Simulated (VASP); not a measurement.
All values below come from r2SCAN meta-GGA, VASP's PBE PAW potentials (set 64) (plane waves; VASP 6.6.1).

Input for VASP

POSCAR:
```
Tb
1
    1.8356922875    -3.1795118285     0.0000000000
    1.8356922875     3.1795118285     0.0000000000
    0.0000000000     0.0000000000     5.6036528878
Tb
2
Direct
  0.3333330000   0.6666670000   0.2500000000
  0.6666670000   0.3333330000   0.7500000000
```

File KPOINTS:
```
Automatic mesh
0
Gamma
 10 10 6
```

### INCAR
```
SYSTEM  =  Tb
PREC  =  Accurate; ENCUT  =  400; LREAL  =  .FALSE.
LASPH  =  .TRUE.
EDIFF  =  1E-8; NELM  =  100; ALGO  =  Normal
LMAXMIX  =  6; LMIXTAU  =  .TRUE.
ISMEAR  =  1; SIGMA  =  0.1
METAGGA  =  R2SCAN
IBRION  =  1; NSW  =  30; ISIF  =  2
EDIFFG  =  -0.001
LWAVE  =  .FALSE.; LCHARG  =  .FALSE.
```

POTCAR, in this order: Tb_3 (PBE.64 set). Program: vasp_std.

Output of the run:

OSZICAR:
```
       N       E                     dE             d eps       ncg     rms          rms(c)
DAV:   1    -0.178816969597E+02   -0.17882E+02   -0.81650E+03  1456   0.106E+03
DAV:   2    -0.628998886332E+02   -0.45018E+02   -0.43887E+02  1596   0.232E+02
DAV:   3    -0.648470234360E+02   -0.19471E+01   -0.17701E+01  1980   0.290E+01
DAV:   4    -0.648954536927E+02   -0.48430E-01   -0.48278E-01  1718   0.473E+00
DAV:   5    -0.648971326184E+02   -0.16789E-02   -0.16786E-02  2286   0.651E-01    0.280E+01
DAV:   6    -0.627599113161E+02    0.21372E+01   -0.38673E-01  1491   0.657E+00    0.153E+01
DAV:   7    -0.612436551138E+02    0.15163E+01   -0.57704E-01  1691   0.725E+00    0.156E+00
DAV:   8    -0.625225841372E+02   -0.12789E+01   -0.54922E-01  1591   0.639E+00    0.337E+00
DAV:   9    -0.625489455798E+02   -0.26361E-01   -0.28482E-02  1601   0.153E+00    0.139E+00
DAV:  10    -0.624188642965E+02    0.13008E+00   -0.16077E-02  1486   0.141E+00    0.156E+00
DAV:  11    -0.624221387259E+02   -0.32744E-02   -0.22530E-03  1721   0.560E-01    0.116E+00
DAV:  12    -0.624392119712E+02   -0.17073E-01   -0.82317E-02  1456   0.309E+00    0.473E-01
DAV:  13    -0.624372298525E+02    0.19821E-02   -0.11438E-03  1744   0.320E-01    0.584E-01
DAV:  14    -0.624416121756E+02   -0.43823E-02   -0.17043E-03  1476   0.365E-01    0.331E-01
DAV:  15    -0.624416300698E+02   -0.17894E-04   -0.31732E-05  2007   0.567E-02    0.311E-01
DAV:  16    -0.624415919317E+02    0.38138E-04   -0.17171E-06  1646   0.133E-02    0.312E-01
DAV:  17    -0.624427154835E+02   -0.11236E-02   -0.97629E-04  1476   0.317E-01    0.326E-01
DAV:  18    -0.624426476492E+02    0.67834E-04   -0.94662E-05  1591   0.898E-02    0.390E-01
DAV:  19    -0.624425038179E+02    0.14383E-03   -0.50151E-05  1506   0.765E-02    0.409E-01
DAV:  20    -0.624425064706E+02   -0.26527E-05   -0.51727E-04  1551   0.198E-01    0.263E-01
DAV:  21    -0.624425117434E+02   -0.52728E-05   -0.85370E-05  1486   0.934E-02    0.139E-01
DAV:  22    -0.624425291951E+02   -0.17452E-04   -0.35176E-05  1516   0.489E-02    0.112E-01
DAV:  23    -0.624425039502E+02    0.25245E-04   -0.98975E-06  1496   0.356E-02    0.769E-02
DAV:  24    -0.624425290651E+02   -0.25115E-04   -0.50523E-06  1506   0.253E-02    0.405E-02
DAV:  25    -0.624425051033E+02    0.23962E-04   -0.30101E-06  1536   0.164E-02    0.140E-02
DAV:  26    -0.624425152936E+02   -0.10190E-04   -0.22919E-07  1681   0.581E-03    0.897E-03
DAV:  27    -0.624425089457E+02    0.63478E-05   -0.17093E-07  1531   0.463E-03    0.502E-03
DAV:  28    -0.624425100821E+02   -0.11363E-05   -0.42083E-08  1581   0.193E-03    0.232E-03
DAV:  29    -0.624425113119E+02   -0.12298E-05   -0.16119E-08  1039   0.141E-03    0.664E-04
DAV:  30    -0.624425094198E+02    0.18921E-05   -0.23748E-08  1516   0.124E-03    0.761E-04
DAV:  31    -0.624425102180E+02   -0.79826E-06   -0.30669E-09   818   0.706E-04    0.152E-04
DAV:  32    -0.624425095227E+02    0.69540E-06   -0.17654E-09   803   0.530E-04    0.152E-04
DAV:  33    -0.624425096119E+02   -0.89230E-07   -0.56836E-10   803   0.274E-04    0.898E-05
DAV:  34    -0.624425095307E+02    0.81190E-07   -0.11947E-10   778   0.914E-05    0.221E-05
DAV:  35    -0.624425094668E+02    0.63867E-07   -0.44235E-11   773   0.668E-05    0.139E-05
DAV:  36    -0.624425094648E+02    0.19920E-08   -0.75528E-12   773   0.236E-05
   1 F= -.62442509E+02 E0= -.62442986E+02  d E =-.624425E+02
```

File OUTCAR:
```
------------------------ aborting loop because EDIFF is reached ----------------------------------------
  FORCE on cell =-STRESS in cart. coord.  units (eV):
  Direction    XX          YY          ZZ          XY          YZ          ZX
  --------------------------------------------------------------------------------------
  Total       -0.0106246     -0.0106246     -0.0108764      0.0000000     -0.0000000     -0.0000000
  in kB       -0.2602318     -0.2602317     -0.2664009      0.0000000     -0.0000000     -0.0000000
  external PRESSURE =      -0.2622881 kB  Pullay stress =       0.0000000 kB
  volume of cell :       65.41
      direct lattice vectors                 reciprocal lattice vectors
     1.835692287 -3.179511828  0.000000000     0.272376805 -0.157256845  0.000000000
     1.835692287  3.179511828  0.000000000     0.272376805  0.157256845  0.000000000
     0.000000000  0.000000000  5.603652888     0.000000000  0.000000000  0.178455022
 POSITION                                       TOTAL-FORCE (eV/Angst)
 -----------------------------------------------------------------------------------
      1.83569      1.05984      1.40091        -0.000000      0.000000      0.000000
      1.83569     -1.05984      4.20274         0.000000     -0.000000      0.000000
 -----------------------------------------------------------------------------------
    total drift:                                0.000000      0.000114     -0.000010
  FREE ENERGIE OF THE ION-ELECTRON SYSTEM (eV)
  ---------------------------------------------------
  free  energy   TOTEN  =       -62.4425094648 eV

  energy  without entropy=      -62.4439395652  energy(sigma->0) =      -62.44298616

 reached required accuracy - stopping structural energy minimisation
```
(Selected blocks of OUTCAR.)

The 4f electrons are frozen in the core of the lanthanide potential, so 4f levels, which can set the real gap, and their magnetism are missing.

The compound is Tb in the hcp structure. It was relaxed first. The start is the result of an earlier pass.
